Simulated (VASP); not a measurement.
Data:

```yaml
crystal:
  lattice:
    - [1.66748, -5.42193, 0.00000]
    - [1.66748, 5.42193, 0.00000]
    - [0.00000, 0.00000, 4.25551]
  atoms:
    - { symbol: Zr, position: [0.16049, 0.83951, 0.75000] }
    - { symbol: Zr, position: [0.83951, 0.16049, 0.25000] }
    - { symbol: Al, position: [0.42837, 0.57163, 0.75000] }
    - { symbol: Al, position: [0.57163, 0.42837, 0.25000] }
```

Calculation: PBEsol GGA, VASP's PBE PAW potentials (set 64) (plane waves; VASP). Settings: 400 eV cut-off, Gaussian smearing of 0.050 eV, potentials Zr_sv Al.

Problem. Give the energies of bands 9 to 18 at the high-symmetry points, in eV from the Fermi level.

Solution. 
| band | Γ | Y | C0 | Z | A0 | T | S | R |
|---|---|---|---|---|---|---|---|---|
| 9 | -8.25 | -7.49 | -5.83 | -6.17 | -4.65 | -5.75 | -5.76 | -4.70 |
| 10 | -4.49 | -5.58 | -3.69 | -6.17 | -4.65 | -5.75 | -3.97 | -4.70 |
| 11 | -2.04 | -2.22 | -2.83 | -2.20 | -2.50 | -3.22 | -2.37 | -2.17 |
| 12 | -1.71 | -1.65 | -1.92 | -2.20 | -2.50 | -3.22 | -1.82 | -2.17 |
| 13 | -1.49 | -1.35 | -1.51 | -0.86 | -1.37 | -0.25 | -1.68 | -1.75 |
| 14 | 0.06 | -0.68 | -0.87 | -0.86 | -1.37 | -0.25 | -1.03 | -1.75 |
| 15 | 1.17 | 0.77 | -0.12 | 0.89 | -0.26 | 1.42 | -0.34 | -0.14 |
| 16 | 1.60 | 1.53 | -0.10 | 0.89 | -0.26 | 1.42 | -0.32 | -0.14 |
| 17 | 1.81 | 1.90 | 0.62 | 1.75 | 2.31 | 1.44 | 1.10 | 2.39 |
| 18 | 2.11 | 1.96 | 1.38 | 1.75 | 2.31 | 1.44 | 1.48 | 2.39 |

It has no gap at this level: it comes out as a metal or semimetal.

The structure comes from a computed database's ZrAl entry (Cmcm); how it stands against other phases isn't given here. It was relaxed first.
